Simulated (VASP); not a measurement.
# LiBe (P1) in VASP: a series of runs

Aim: see how the results for LiBe move with the level of theory and the settings. Levels: PBE, PBEsol, RPBE+D3. Tasks: relaxation of cell and atoms, relaxation of the atoms, electrostatic potential.

Program: VASP 6.6.1. These are calculated values, not measurements. Logs are shortened: lines on timing, memory, paths and dates and some standing lists are left out, and cuts for length are marked.

### 1 The undisturbed crystal

The typed cell holds 4 atoms: a = 3.976 Å, b = 3.976 Å, c = 3.976 Å, α = 60.00°, β = 60.00°, γ = 60.00°.

The cell comes from a database or a generator and needn't be the stable form of this composition.

### 2 Relaxation of cell and atoms, PBE (all atoms moved at random, sigma 0.05 Å a component)

Input file INCAR:

```
PREC     = Accurate       # precision mode
ENCUT    = 600            # plane-wave cutoff, eV
EDIFF    = 1E-6           # SCF threshold, eV
ISMEAR   = 1              # smearing method
SIGMA    = 0.2            # smearing width, eV
LREAL    = False          # projectors in reciprocal space
LASPH    = True           # aspherical terms in the spheres
NELM     = 60             # most SCF steps
ALGO     = Normal         # electronic algorithm
ISIF     = 3              # what is computed and relaxed
LWAVE    = False          # write WAVECAR
LCHARG   = False          # write CHGCAR
GGA      = PE             # functional
IBRION   = 2              # ionic algorithm
NSW      = 60             # ionic steps
EDIFFG   = -0.005         # ionic threshold
```

Input file KPOINTS:

```
Automatic mesh
0
Gamma
  8 8 8
```

Input file POSCAR:

```
LiBe
1.0
   -2.8111530000      0.0000000000     -2.8111530000
    0.0000000000     -2.8111530000     -2.8111530000
   -2.8111530000     -2.8111530000      0.0000000000
Li Be
2 2
Direct
    0.4893451600      0.5241696000      0.4899630700
    0.0038243500      0.0036445700      0.0063338600
    0.2540265700      0.2372696100      0.2583183600
    0.7528039200      0.7349162200      0.7453847100
```

Potentials or basis: VASP PAW PBE potentials, release 64 (Li_sv, Be).

Launch:

```
> cat potpaw_PBE.64/Li_sv/POTCAR potpaw_PBE.64/Be/POTCAR > POTCAR
> mpirun -np 1 vasp_std > vasp.out
```

OUTCAR:

```text
PREC = Accurate
   ENCUT = 600
   EDIFF = 1E-6
   ISMEAR = 1
   LREAL = False
   LASPH = True
   NELM = 60
   ISIF = 3
   GGA = PE
   IBRION = 2
   NSW = 60
   EDIFFG = -0.005

 ion  position               nearest neighbor table
   1  0.489  0.524  0.490-   3 2.31   4 2.37   4 2.39   4 2.42   3 2.45   3 2.48
   2  0.004  0.004  0.006-   4 2.38   3 2.39   4 2.40   3 2.43   4 2.43   3 2.43   3 2.49
   3  0.254  0.237  0.258-   1 2.31   2 2.39   2 2.43   2 2.43   1 2.45   1 2.48   2 2.49
   4  0.753  0.735  0.745-   1 2.37   2 2.38   1 2.39   2 2.40   1 2.42   2 2.43

  LATTYP: Found a face centered cubic cell.
 ALAT       =     5.6223060000

  Lattice vectors:

 A1 = (  -2.8111530000,   0.0000000000,  -2.8111530000)
 A2 = (   0.0000000000,  -2.8111530000,  -2.8111530000)
 A3 = (  -2.8111530000,  -2.8111530000,   0.0000000000)

Analysis of symmetry for initial positions (statically):
=====================================================================
 Subroutine PRICEL returns:
 Original cell was already a primitive cell.

 Routine SETGRP: Setting up the symmetry group for a
 face centered cubic supercell.

 Subroutine GETGRP returns: Found  1 space group operations
 (whereof  1 operations were pure point group operations)
 out of a pool of 48 trial point group operations.

The static configuration has the point symmetry C_1 .

Analysis of symmetry for dynamics (positions and initial velocities):
=====================================================================
 Subroutine PRICEL returns:
 Original cell was already a primitive cell.

 Routine SETGRP: Setting up the symmetry group for a
 face centered cubic supercell.

 Subroutine GETGRP returns: Found  1 space group operations
 (whereof  1 operations were pure point group operations)
 out of a pool of 48 trial point group operations.

The dynamic configuration has the point symmetry C_1 .

 Subroutine INISYM returns: Found  1 space group operations
 (whereof  1 operations are pure point group operations),
 and found     1 'primitive' translations

----------------------------------------------------------------------------------------

                                     Primitive cell

  volume of cell :      44.4307

  direct lattice vectors                    reciprocal lattice vectors
    -2.811153000  0.000000000 -2.811153000    -0.177862962  0.177862962 -0.177862962
     0.000000000 -2.811153000 -2.811153000     0.177862962 -0.177862962 -0.177862962
    -2.811153000 -2.811153000  0.000000000    -0.177862962 -0.177862962  0.177862962

  length of vectors
[... 120 lines left out ...]
  energy-cutoff  :      600.00
  volume of cell :       44.43
 maximum number of plane-waves:      1524
   NGX = 15   NGY = 15   NGZ = 15

--------------------------------------- Ionic step        1  -------------------------------------------

 number of electron      10.0000000 magnetization

 Free energy of the ion-electron system (eV)
  ---------------------------------------------------
  ext. energy  EPLUGINS =         0.00000000
  ---------------------------------------------------
  free energy    TOTEN  =        -9.84953829 eV

  energy without entropy =       -9.85548319  energy(sigma->0) =       -9.85151992

------------------------ aborting loop because EDIFF is reached ----------------------------------------

  FORCE on cell =-STRESS in cart. coord.  units (eV):
  Direction    XX          YY          ZZ          XY          YZ          ZX
  --------------------------------------------------------------------------------------
  -------------------------------------------------------------------------------------
  Total        0.1288857      0.0797242      0.0970917     -0.0292136      0.0629472     -0.0296916
  in kB        4.6476342      2.8748653      3.5011372     -1.0534460      2.2698827     -1.0706830
  external PRESSURE =       3.6745455 kB  Pullay stress =       0.0000000 kB
[... 95 lines left out ...]
  FREE ENERGIE OF THE ION-ELECTRON SYSTEM (eV)
  ---------------------------------------------------
  free  energy   TOTEN  =        -9.8999337488 eV

  energy  without entropy=       -9.9059536628  energy(sigma->0) =       -9.90194039

[... ionic steps 4 to 7 ...]

--------------------------------------- Ionic step        8  -------------------------------------------

 number of electron       9.9999997 magnetization

------------------------ aborting loop because EDIFF is reached ----------------------------------------
[... 71 lines left out ...]
--------------------------------------- Ionic step       10  -------------------------------------------

 number of electron       9.9999996 magnetization

 Free energy of the ion-electron system (eV)
  ---------------------------------------------------
  ext. energy  EPLUGINS =         0.00000000
  ---------------------------------------------------
  free energy    TOTEN  =        -9.90295855 eV

  energy without entropy =       -9.90864109  energy(sigma->0) =       -9.90485273

 E-fermi :   2.8025     XC(G=0):  -9.1462

 val. band max:        2.6679685635   @ k =   0.5000  -0.1250   0.1250
 cond. band min:       2.9144935745   @ k =   0.2500   0.0000   0.2500
 fundamental gap:      0.2465250109
 Fermi energy:         2.8024632240

 k-point     1 :       0.0000    0.0000    0.0000
  band No.  band energies     occupation
      1     -41.7681      2.00000
      2     -41.7137      2.00000
      3      -3.6090      2.00000
      4       5.2833     -0.00000
      5       5.2839     -0.00000
      6       5.2863     -0.00000
      7       7.8911      0.00000
      8       7.8912      0.00000
      9       7.8943      0.00000
[... 265 lines left out ...]
 k-point    24 :       0.1250    0.1250   -0.1250
  band No.  band energies     occupation
      1     -41.7607      2.00000
      2     -41.7202      2.00000
      3      -3.0571      2.00000
      4       2.6370      1.99343
      5       3.6593     -0.00000
      6       5.3348     -0.00000
      7       5.7410     -0.00000
      8       8.5947      0.00000
      9       8.8122      0.00000

 [... further k-points ...]

------------------------ aborting loop because EDIFF is reached ----------------------------------------

  FORCE on cell =-STRESS in cart. coord.  units (eV):
  Direction    XX          YY          ZZ          XY          YZ          ZX
  --------------------------------------------------------------------------------------
  -------------------------------------------------------------------------------------
  Total       -0.0162006     -0.0181400     -0.0180607     -0.0033566      0.0041430     -0.0036402
  in kB       -0.5826706     -0.6524232     -0.6495720     -0.1207222      0.1490053     -0.1309225
  external PRESSURE =      -0.6282219 kB  Pullay stress =       0.0000000 kB
[... 19 lines left out ...]
  FREE ENERGIE OF THE ION-ELECTRON SYSTEM (eV)
  ---------------------------------------------------
  free  energy   TOTEN  =        -9.9029585480 eV

  energy  without entropy=       -9.9086410941  energy(sigma->0) =       -9.90485273

 reached required accuracy - stopping structural energy minimisation
```

OSZICAR:

```text
N       E                     dE             d eps       ncg     rms          rms(c)
DAV:   1     0.152478655664E+02    0.15248E+02   -0.44804E+03  4680   0.115E+03
DAV:   2    -0.714713268565E+01   -0.22395E+02   -0.21468E+02  6103   0.157E+02
DAV:   3    -0.968211604697E+01   -0.25350E+01   -0.25240E+01  7423   0.444E+01
[... 58 lines left out ...]
   9 F= -.99028868E+01 E0= -.99047771E+01  d E =-.160240E-03
       N       E                     dE             d eps       ncg     rms          rms(c)
DAV:   1    -0.990293929375E+01   -0.52562E-04   -0.34560E-02  4752   0.210E+00    0.326E-02
DAV:   2    -0.990296545761E+01   -0.26164E-04   -0.50393E-04  6693   0.231E-01    0.221E-02
DAV:   3    -0.990295849049E+01    0.69671E-05   -0.37761E-05  6880   0.411E-02    0.355E-03
DAV:   4    -0.990295854801E+01   -0.57511E-07   -0.13151E-06  5468   0.103E-02
  10 F= -.99029585E+01 E0= -.99048527E+01  d E =-.232021E-03
```

It took 2.9 min on 1 thread of Intel Xeon 6975P-C (Granite Rapids), shared host; peak memory 0.27 GiB.

Results:

```
Free energy                            : -9.9030 eV
Relaxed volume                         : 11.14 Å³/atom
Relaxed cell                           : a = 3.979 Å, b = 3.979 Å, c = 3.979 Å, α = 59.99°, β = 60.01°, γ = 59.99°
Space group after relaxing (to 0.05 Å) : Pm-3m (No. 221)
Energy gained by relaxing              : 13.4 meV/atom
Ionic steps                            : 10
Pressure after relaxing                : -0.1 GPa
Band gap on the k mesh                 : none (metal or under the smearing width)
```

Forces in eV/Å, atoms in the order of the input:
```
Li   0.001  0.000  0.000
Li  -0.001 -0.001  0.000
Be   0.001  0.002  0.001
Be  -0.001 -0.002 -0.001
```

The path:
| step | energy change (eV) | largest force (eV/Å) | pressure (GPa) | volume (Å³) |
| --- | --- | --- | --- | --- |
| 1 | 0.0000 | 0.6159 | 0.37 | 44.43 |
| 2 | -0.0330 | 0.3718 | 0.01 | 44.59 |
| 3 | -0.0504 | 0.0864 | -0.33 | 44.82 |
| 4 | -0.0504 | 0.0867 | -0.35 | 44.83 |
| 5 | -0.0520 | 0.0581 | -0.15 | 44.64 |
| 6 | -0.0527 | 0.0462 | 0.11 | 44.40 |
| 7 | -0.0530 | 0.0307 | 0.07 | 44.43 |
| 8 | -0.0532 | 0.0250 | 0.03 | 44.46 |
| 9 | -0.0533 | 0.0148 | -0.01 | 44.50 |
| 10 | -0.0534 | 0.0028 | -0.06 | 44.55 |

Final structure:
```
Li Be
1.0
    -2.81357    0.00004   -2.81395
    -0.00042   -2.81349   -2.81349
    -2.81355   -2.81394    0.00002
Li Be
2 2
Direct
  0.50003 0.49998 0.50003
  0.99998 0.00002 0.99995
  0.25000 0.25012 0.25021
  0.74999 0.74987 0.74981
```

Caveat: the cutoff is under 1.25 times the usual one of these potentials, so pressure, stress and relaxed cells hold a basis-set (Pulay) error.

(Continued in part 2 of 2.)
